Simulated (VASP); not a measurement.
Input:

```
PtSe2
1.0
    1.87985    -3.25599     0.00000
    1.87985     3.25599     0.00000
    0.00000     0.00000     4.86097
Pt Se
1 2
Cartesian
  0.00000   0.00000   0.00000
  1.87985   1.08533   1.27003
  1.87985  -1.08533   3.59095
```

Method: PBEsol GGA, VASP's PBE PAW potentials (set 64) (plane waves; VASP). Run with 520 eV cut-off, 11×11×7 Γ-centred mesh, tetrahedra with Blöchl corrections, potentials Pt Se.

The cores are frozen, which limits the accuracy of field gradients. Without a dispersion term in the relaxation, distances and binding between the weakly bound layers, chains or molecules are unreliable, and so is what depends on them.

Task: Give the principal components of the electric field gradient (V/Å²) and the asymmetry η at each nucleus.

Result: 
| atom | Vxx | Vyy | Vzz | η |
|---|---|---|---|---|
| Pt1 | -68.7 | -68.7 | 137.4 | 0.00 |
| Se2 | 19.4 | 19.4 | -38.8 | 0.00 |
| Se3 | 19.4 | 19.4 | -38.8 | 0.00 |

The compound is PtSe2 in the 1T layered structure. It was relaxed first.
